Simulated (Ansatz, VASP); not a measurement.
# BeZn2Te3: VASP beside Ansatz

```
Be Zn Te
1.0
     6.94779    0.00000    0.00000
    -3.47390    6.01696    0.00000
     0.00000    0.00000    4.10695
Be Zn Te
1 2 3
Direct
  0.00000 0.00000 0.00000
  0.33333 0.66667 0.50000
  0.66667 0.33333 0.50000
  0.50000 0.00000 0.00000
  0.00000 0.50000 0.00000
  0.50000 0.50000 0.00000
```

Alike in both runs: functional PBE; k mesh 6 × 6 × 4; occupations gaussian, width 0.1 eV; no spin polarisation.

Ansatz relaxed the structure, and its values are those at the end. VASP's run is a single point on that final structure, the one shown.

|  | VASP | Ansatz |
| --- | --- | --- |
| version | VASP 6.6.1 | Ansatz 0.2.0 |
| potentials or method | VASP PAW PBE potentials, release 64 (Be, Zn, Te) | scalar-relativistic, plane waves, PAW |
| plane-wave cutoff (eV) | 520 | 420 |
| valence electrons in the cell | 44 | 74 |

Ansatz gave:

- gap on the k mesh at the Fermi level (eV): none
- pressure (GPa): 0.0

**Question.** What did VASP give for the same quantities?

**Answer.** gap on the k mesh at the Fermi level (eV): none; pressure (GPa): 0.1.

A gap of «none» marks a metal or a gap that the smearing closes. The functional is the same, so the differences come from potentials, cutoffs and numerics. The two sets of potentials don't hold the same shells in valence.

Caveats: the k mesh is coarse (spacing up to 0.38 Å⁻¹), so the values aren't converged. The runs have no spin-orbit coupling, so splittings on Te are missing.
